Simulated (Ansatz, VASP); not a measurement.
Two plane-wave programs on Be2SnCl6

INCAR

```
PREC = Accurate
ENCUT = 600
EDIFF = 1E-6
ISMEAR = 0
SIGMA = 0.1
LREAL = False
LASPH = True
NELM = 100
ALGO = Normal
ISIF = 3
LWAVE = False
LCHARG = False
GGA = PE
IBRION = 2
NSW = 100
EDIFFG = -0.01
```

File KPOINTS:

```
Automatic mesh
0
Gamma
  8 8 8
```

Contents of POSCAR:

```
Be2SnCl6
1.0
    0.0000000000      4.8492164396      4.8492164396
    4.8492164396      0.0000000000      4.8492164396
    4.8492164396      4.8492164396      0.0000000000
Be Sn Cl
2 1 6
Direct
    0.2500000000      0.2500000000      0.2500000000
    0.7500000000      0.7500000000      0.7500000000
    0.0000000000      0.0000000000      0.0000000000
    0.7479600404      0.2520399596      0.7479600404
    0.2520399596      0.2520399596      0.7479600404
    0.7479600404      0.7479600404      0.2520399596
    0.2520399596      0.7479600404      0.2520399596
    0.2520399596      0.7479600404      0.7479600404
    0.7479600404      0.2520399596      0.2520399596
```

Input for Ansatz:

```yaml
crystal:
  lattice:
    - [0.0, 4.8492164396, 4.8492164396]
    - [4.8492164396, 0.0, 4.8492164396]
    - [4.8492164396, 4.8492164396, 0.0]
  atoms:
    - { symbol: Be, position: [0.25, 0.25, 0.25] }
    - { symbol: Be, position: [0.75, 0.75, 0.75] }
    - { symbol: Sn, position: [0.0, 0.0, 0.0] }
    - { symbol: Cl, position: [0.7479600404, 0.2520399596, 0.7479600404] }
    - { symbol: Cl, position: [0.2520399596, 0.2520399596, 0.7479600404] }
    - { symbol: Cl, position: [0.7479600404, 0.7479600404, 0.2520399596] }
    - { symbol: Cl, position: [0.2520399596, 0.7479600404, 0.2520399596] }
    - { symbol: Cl, position: [0.2520399596, 0.7479600404, 0.7479600404] }
    - { symbol: Cl, position: [0.7479600404, 0.2520399596, 0.2520399596] }
basis:
  ecutwfc: 420
kpoints:
  mp_grid: { grid: [8, 8, 8] }
hamiltonian:
  xc: pbe
scf:
  occupations: { method: gaussian, width: 0.1 }
output:
  forces: true
  stress: true
  eigenvalues: true
  write_density: true
  write_potential: true
  elf: true
  volumetric_format: npy
relax:
  adjacent_minimum: "off"
  f_tol: 0.01
  max_steps: 80
  cell: { stress_tol: 0.05 }
```

Change from the starting cell: species swapped into the K2TiCl6 type (Fm-3m, No. 225).

Alike in both runs: task relaxation of cell and atoms; functional PBE; k mesh 8 × 8 × 8; occupations gaussian, width 0.1 eV; no spin polarisation.

|  | VASP | Ansatz |
| --- | --- | --- |
| version | VASP 6.6.1 | Ansatz 0.2.0 |
| potentials or method | VASP PAW PBE potentials, release 64 (Be, Sn_d, Cl) | scalar-relativistic, plane waves, PAW |
| plane-wave cutoff (eV) | 600 | 420 |
| valence electrons in the cell | 60 | 60 |

```csv
,VASP,Ansatz,Ansatz less VASP
"gap on the k mesh at the Fermi level, each at its own relaxed structure (eV)",none,none,-
relaxed volume (Å³/atom),24.86,24.91,+0.048
relaxed cell length with the largest relative difference (Å),6.814,6.819,+0.0043
```

A gap of «none» marks a metal or a gap that the smearing closes.
